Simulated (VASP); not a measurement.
An input for Quantum ESPRESSO's pw.x (written as the equivalent of a VASP run, and not itself run):

```
&CONTROL
  calculation = 'vc-relax'
  pseudo_dir = './pseudo'
  outdir = './out'
  tprnfor = .true.
  tstress = .true.
  nstep = 40
  forc_conv_thr = 0.00039
/
&SYSTEM
  ibrav = 0
  nat = 2
  ntyp = 2
  ecutwfc = 88
  occupations = 'smearing'
  smearing = 'gaussian'
  degauss = 0.003675
  input_dft = 'pbe'
/
&ELECTRONS
  conv_thr = 7.3e-09
  electron_maxstep = 100
/
&IONS
/
&CELL
  press = 100
/
ATOMIC_SPECIES
  Na 22.990 Na.upf
  Cl 35.450 Cl.upf
CELL_PARAMETERS angstrom
     0.0000000    2.8394557    2.8394557
     2.8394557    0.0000000    2.8394557
     2.8394557    2.8394557    0.0000000
ATOMIC_POSITIONS crystal
  Na   0.0000000  0.0000000  0.0000000
  Cl   0.5000000  0.5000000  0.5000000
K_POINTS automatic
  8 8 8 0 0 0
```

Problem. Translate this input to VASP (INCAR, KPOINTS, POSCAR, choice of POTCAR).

Solution. Several could match; the one computed here: 
### INCAR
```
# general
SYSTEM   =  NaCl
PREC     =  Accurate
ENCUT    =  480   # plane-wave cut-off (eV)
LREAL    =  .FALSE.   # projection in real space or not
LASPH    =  .TRUE.

# electronic loop
EDIFF    =  1E-7   # SCF stop (eV)
NELM     =  100   # most electronic steps
ALGO     =  Normal   # blocked Davidson

# smearing
ISMEAR   =  0
SIGMA    =  0.05

# functional
GGA      =  PE   # PBE

# ions
IBRION   =  2
NSW      =  40   # most ionic steps
ISIF     =  3
EDIFFG   =  -0.01   # ionic stop
PSTRESS  =  100   # kbar

# output
LWAVE    =  .FALSE.
LCHARG   =  .FALSE.
```

### KPOINTS
```
Regular mesh
0
G
 8 8 8
0 0 0
```

**POSCAR**
```
NaCl
1
    0.0000000000     2.8394556795     2.8394556795
    2.8394556795     0.0000000000     2.8394556795
    2.8394556795     2.8394556795     0.0000000000
Na Cl
1 1
Direct
  0.0000000000   0.0000000000   0.0000000000
  0.5000000000   0.5000000000   0.5000000000
```

POTCAR, in this order: Na_pv Cl (PBE.64 set). Program: vasp_std.

Limits of the translation: the potentials are each code's own (VASP's PAW set, PseudoDojo norm-conserving files in pw.x), so ENCUT and ecutwfc are chosen apart and not converted; conv_thr bounds pw.x's estimated SCF error, while EDIFF bounds the energy change between steps; forc_conv_thr acts on force components and is met together with etot_conv_thr.

The compound is NaCl in the rock salt structure. This run relaxes it under an external pressure of 10 GPa. Symmetry was kept, so distortions that lower it aren't found.
